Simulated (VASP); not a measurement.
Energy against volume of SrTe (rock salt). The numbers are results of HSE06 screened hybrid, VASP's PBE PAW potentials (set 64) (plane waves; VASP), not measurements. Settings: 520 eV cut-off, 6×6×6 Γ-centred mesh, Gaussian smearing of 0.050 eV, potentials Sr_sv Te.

| V (Å³/atom) | E (eV/atom) |
|---|---|
| 34.595 | -4.71514 |
| 35.735 | -4.73332 |
| 36.876 | -4.74193 |
| 38.016 | -4.74238 |

Problem. Fit these four points and predict the energy of the run at 39.157 Å³/atom.

Solution. A cubic in V^(−2/3), the third-order Birch-Murnaghan form, passes through the four points with V0 = 37.51 Å³/atom and B0 = 34 GPa, and gives -4.7359 eV/atom there. The run gave -4.7359 eV/atom, -0.0 meV/atom from the fit; all five points give B0 = 34 GPa.

The compound is SrTe in the rock salt structure. It was relaxed first. The cell's shape comes from a PBE relaxation.
